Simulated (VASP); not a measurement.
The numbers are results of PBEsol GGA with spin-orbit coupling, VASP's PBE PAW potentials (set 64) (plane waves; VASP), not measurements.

VASP ran on this input.

### POSCAR
```
Ta
1
   -1.6419502650     1.6419502650     1.6419502650
    1.6419502650    -1.6419502650     1.6419502650
    1.6419502650     1.6419502650    -1.6419502650
Ta
1
Direct
  0.0000000000   0.0000000000   0.0000000000
```

KPOINTS_OPT:
```
k-points along high-symmetry lines
8
Line-mode
Reciprocal
  0.000000   0.000000   0.000000 ! GAMMA
  0.500000  -0.500000   0.500000 ! H

  0.500000  -0.500000   0.500000 ! H
  0.000000   0.000000   0.500000 ! N

  0.000000   0.000000   0.500000 ! N
  0.000000   0.000000   0.000000 ! GAMMA

  0.000000   0.000000   0.000000 ! GAMMA
  0.250000   0.250000   0.250000 ! P

  0.250000   0.250000   0.250000 ! P
  0.500000  -0.500000   0.500000 ! H

  0.250000   0.250000   0.250000 ! P
  0.000000   0.000000   0.500000 ! N
```

File KPOINTS:
```
Regular mesh
0
gamma
14 14 14
0 0 0
```

**INCAR**
```
ALGO = Normal
EDIFF = 1E-6
ENCUT = 400
GGA = PS
GGA_COMPAT = F
ISMEAR = 0
LASPH = T
LCHARG = F
LMAXMIX = 6
LREAL = F
LSORBIT = T
LWAVE = F
MAGMOM = 0 0 0
NELM = 100
PREC = Accurate
SIGMA = 0.05
SYSTEM = Ta
```

POTCAR, in this order: Ta_pv (PBE.64 set). Program: vasp_ncl.

What VASP printed:

**OUTCAR**
```
 ion  position               nearest neighbor table
   1  0.000  0.000  0.000-
  LATTYP: Found a body centered cubic cell.
 ALAT       =     3.2839005300
 Subroutine PRICEL returns:
 Original cell was already a primitive cell.
 Subroutine GETGRP returns: Found 48 space group operations
The static configuration has the point symmetry O_h .
The dynamic configuration has the point symmetry O_h .
The overall configuration has the point symmetry O_h .
 Subroutine INISYM returns: Found 48 space group operations
 Subroutine IBZKPT returns following result:
 Found    104 irreducible k-points:

 Following reciprocal coordinates:
            Coordinates               Weight
  0.000000  0.000000  0.000000      1.000000
  0.071429  0.000000  0.000000     12.000000
  0.142857  0.000000  0.000000     12.000000
  0.214286  0.000000  0.000000     12.000000
  0.285714  0.000000  0.000000     12.000000
  0.357143  0.000000  0.000000     12.000000
  0.428571  0.000000  0.000000     12.000000
  0.500000  0.000000  0.000000      6.000000
  0.071429  0.071429  0.000000     24.000000
  0.142857  0.071429  0.000000     48.000000
  0.214286  0.071429  0.000000     48.000000
  0.285714  0.071429  0.000000     48.000000
  0.357143  0.071429  0.000000     48.000000
  0.428571  0.071429  0.000000     48.000000
  0.142857  0.142857  0.000000     24.000000
  0.214286  0.142857  0.000000     48.000000
  0.285714  0.142857  0.000000     48.000000
  0.357143  0.142857  0.000000     48.000000
  0.428571  0.142857  0.000000     24.000000
  0.214286  0.214286  0.000000     24.000000
  0.285714  0.214286  0.000000     48.000000
  0.357143  0.214286 -0.000000     48.000000
  0.285714  0.285714  0.000000     24.000000
  0.357143  0.285714  0.000000     24.000000
...
```

**OSZICAR**
```
       N       E                     dE             d eps       ncg     rms          rms(c)
DAV:   1     0.736913673725E+02    0.73691E+02   -0.54209E+03  3752   0.104E+03
DAV:   2    -0.119964991777E+02   -0.85688E+02   -0.84022E+02  4690   0.322E+02
DAV:   3    -0.137692721504E+02   -0.17728E+01   -0.17553E+01  4332   0.454E+01
DAV:   4    -0.137805631222E+02   -0.11291E-01   -0.11284E-01  4126   0.378E+00
DAV:   5    -0.137806598077E+02   -0.96685E-04   -0.96681E-04  4128   0.313E-01    0.143E+01
DAV:   6    -0.133949849062E+02    0.38567E+00   -0.40221E-01  4090   0.784E+00    0.696E+00
DAV:   7    -0.132745767301E+02    0.12041E+00   -0.32628E-01  4128   0.668E+00    0.121E+00
DAV:   8    -0.132736303675E+02    0.94636E-03   -0.21171E-03  4094   0.537E-01    0.273E-01
DAV:   9    -0.132725943765E+02    0.10360E-02   -0.12791E-03  4196   0.510E-01    0.313E-02
DAV:  10    -0.132725839270E+02    0.10449E-04   -0.35882E-05  4056   0.806E-02    0.238E-02
DAV:  11    -0.132725821886E+02    0.17385E-05   -0.50523E-06  4236   0.313E-02    0.346E-03
DAV:  12    -0.132725822503E+02   -0.61726E-07   -0.11055E-07  1956   0.466E-03
   1 F= -.13272582E+02 E0= -.13271853E+02  d E =-.145827E-02  mag=     0.0000    -0.0000    -0.0000
       N       E                     dE             ncg
```

### OUTCAR
```
------------------------ aborting loop because EDIFF is reached ----------------------------------------
  FORCE on cell =-STRESS in cart. coord.  units (eV):
  Direction    XX          YY          ZZ          XY          YZ          ZX
  --------------------------------------------------------------------------------------
  Total       -0.0243387     -0.0243387     -0.0243387      0.0000000     -0.0000000      0.0000000
  in kB       -2.2022536     -2.2022536     -2.2022536      0.0000000     -0.0000000      0.0000000
  external PRESSURE =      -2.2022536 kB  Pullay stress =       0.0000000 kB
  volume of cell :       17.71
      direct lattice vectors                 reciprocal lattice vectors
    -1.641950265  1.641950265  1.641950265     0.000000000  0.304515923  0.304515923
     1.641950265 -1.641950265  1.641950265     0.304515923  0.000000000  0.304515923
     1.641950265  1.641950265 -1.641950265     0.304515923  0.304515923  0.000000000
 POSITION                                       TOTAL-FORCE (eV/Angst)
 -----------------------------------------------------------------------------------
      0.00000      0.00000      0.00000         0.000000      0.000000      0.000000
 -----------------------------------------------------------------------------------
    total drift:                                0.000000     -0.000000     -0.000000
  FREE ENERGIE OF THE ION-ELECTRON SYSTEM (eV)
  ---------------------------------------------------
  free  energy   TOTEN  =       -13.2725822503 eV

  energy  without entropy=      -13.2711239755  energy(sigma->0) =      -13.27185311

 Ion:    1  E_soc:     -1.4149435
```
(Selected blocks of OUTCAR.)

### OUTCAR
```
 val. band max:        5.3770218491   @ k =   0.0714   0.0714   0.0714

 cond. band min:       5.4044575088   @ k =  -0.3571   0.3571   0.0714


 Fermi energy:         5.4019916477

 k-point     1 :       0.0000    0.0000    0.0000
  band No.  band energies     occupation
      1     -32.9886      1.00000
      2     -32.9886      1.00000
      3     -24.9356      1.00000
      4     -24.9356      1.00000
      5     -24.9356      1.00000
      6     -24.9356      1.00000
      7      -2.5351      1.00000
      8      -2.5351      1.00000
      9       6.0048      0.00000
     10       6.0048      0.00000
     11       6.0048      0.00000
     12       6.0048      0.00000
     13       6.4227      0.00000
     14       6.4227      0.00000
     15       9.5277      0.00000
     16       9.5277      0.00000
     17       9.5277      0.00000
     18       9.5277      0.00000

 k-point     2 :       0.0714    0.0000    0.0000
  band No.  band energies     occupation
      1     -33.0067      1.00000
      2     -33.0067      1.00000
      3     -24.9984      1.00000
      4     -24.9984      1.00000
      5     -24.9476      1.00000
      6     -24.9476      1.00000
      7      -2.2991      1.00000
      8      -2.2991      1.00000
      9       5.9085      0.00000
     10       5.9085      0.00000
     11       6.0498      0.00000
     12       6.0498      0.00000
     13       6.5065      0.00000
     14       6.5065      0.00000
     15       9.2869      0.00000
     16       9.2869      0.00000
     17       9.5302      0.00000
     18       9.5302      0.00000

 k-point     3 :       0.1429    0.0000    0.0000
  band No.  band energies     occupation
      1     -33.0576      1.00000
      2     -33.0576      1.00000
      3     -25.1700      1.00000
      4     -25.1700      1.00000
      5     -24.9809      1.00000
      6     -24.9809      1.00000
      7      -1.6353      1.00000
      8      -1.6353      1.00000
      9       5.5727      0.00000
...
```

The structure comes from a measured Ta entry (Im-3m) of the Crystallography Open Database, whose conditions weren't checked. It was relaxed first.
